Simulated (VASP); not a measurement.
A convergence study with VASP on HgSe (zinc blende): one setting is varied, all else stays as given below, so the limit is that of these other settings.

```
HgSe
1.0
    0.00000     3.04000     3.04000
    3.04000     0.00000     3.04000
    3.04000     3.04000     0.00000
Hg Se
1 1
Direct
  0.00000   0.00000   0.00000
  0.25000   0.25000   0.25000
```

Calculation: PBE GGA, VASP's PBE PAW potentials (set 64) (plane waves; VASP). The tightest run used: 550 eV cut-off, 16×16×16 Γ-centred mesh, Gaussian smearing of 0.050 eV, potentials Hg Se.

### Question
The settings run are 1×1×1 mesh; 2×2×2 mesh; 3×3×3 mesh; 4×4×4 mesh; 5×5×5 mesh; 6×6×6 mesh; 7×7×7 mesh; 8×8×8 mesh; 9×9×9 mesh; 10×10×10 mesh; 11×11×11 mesh; 12×12×12 mesh; 13×13×13 mesh; 14×14×14 mesh; 15×15×15 mesh; 16×16×16 mesh. From which on does the stress (every component) stay within 0.2 GPa of the tightest run?

### Answer
From 5×5×5 mesh on: it is off by 0.14 there and by no more than 0.2 in any finer run, while 4×4×4 mesh is off by 0.39.
```json
[
 {"setting": "1×1×1 mesh", "E (eV/atom)": "3.3522", "pressure (GPa)": "56.03", "irreducible k-points": "1", "difference judged (GPa)": "51.08"},
 {"setting": "2×2×2 mesh", "E (eV/atom)": "-1.4252", "pressure (GPa)": "9.55", "irreducible k-points": "3", "difference judged (GPa)": "4.60"},
 {"setting": "3×3×3 mesh", "E (eV/atom)": "-1.8797", "pressure (GPa)": "6.18", "irreducible k-points": "4", "difference judged (GPa)": "1.23"},
 {"setting": "4×4×4 mesh", "E (eV/atom)": "-1.9713", "pressure (GPa)": "5.34", "irreducible k-points": "8", "difference judged (GPa)": "0.39"},
 {"setting": "5×5×5 mesh", "E (eV/atom)": "-1.9946", "pressure (GPa)": "5.09", "irreducible k-points": "10", "difference judged (GPa)": "0.14"},
 {"setting": "6×6×6 mesh", "E (eV/atom)": "-2.0016", "pressure (GPa)": "5.01", "irreducible k-points": "16", "difference judged (GPa)": "0.06"},
 {"setting": "7×7×7 mesh", "E (eV/atom)": "-2.0041", "pressure (GPa)": "4.97", "irreducible k-points": "20", "difference judged (GPa)": "0.02"},
 {"setting": "8×8×8 mesh", "E (eV/atom)": "-2.0051", "pressure (GPa)": "4.96", "irreducible k-points": "29", "difference judged (GPa)": "0.01"},
 {"setting": "9×9×9 mesh", "E (eV/atom)": "-2.0055", "pressure (GPa)": "4.96", "irreducible k-points": "35", "difference judged (GPa)": "0.01"},
 {"setting": "10×10×10 mesh", "E (eV/atom)": "-2.0057", "pressure (GPa)": "4.95", "irreducible k-points": "47", "difference judged (GPa)": "0.00"},
 {"setting": "11×11×11 mesh", "E (eV/atom)": "-2.0058", "pressure (GPa)": "4.95", "irreducible k-points": "56", "difference judged (GPa)": "0.00"},
 {"setting": "12×12×12 mesh", "E (eV/atom)": "-2.0059", "pressure (GPa)": "4.95", "irreducible k-points": "72", "difference judged (GPa)": "0.00"},
 {"setting": "13×13×13 mesh", "E (eV/atom)": "-2.0059", "pressure (GPa)": "4.95", "irreducible k-points": "84", "difference judged (GPa)": "0.00"},
 {"setting": "14×14×14 mesh", "E (eV/atom)": "-2.0059", "pressure (GPa)": "4.95", "irreducible k-points": "104", "difference judged (GPa)": "0.00"},
 {"setting": "15×15×15 mesh", "E (eV/atom)": "-2.0059", "pressure (GPa)": "4.95", "irreducible k-points": "120", "difference judged (GPa)": "0.00"},
 {"setting": "16×16×16 mesh", "E (eV/atom)": "-2.0059", "pressure (GPa)": "4.95", "irreducible k-points": "145", "difference judged (GPa)": "0.00"}
]
```

Left out are rungs that failed or repeat a setting and relaxations that didn't move; long series are thinned to 24 rows.

The compound is HgSe in the zinc blende structure. The cell was not relaxed at this level.
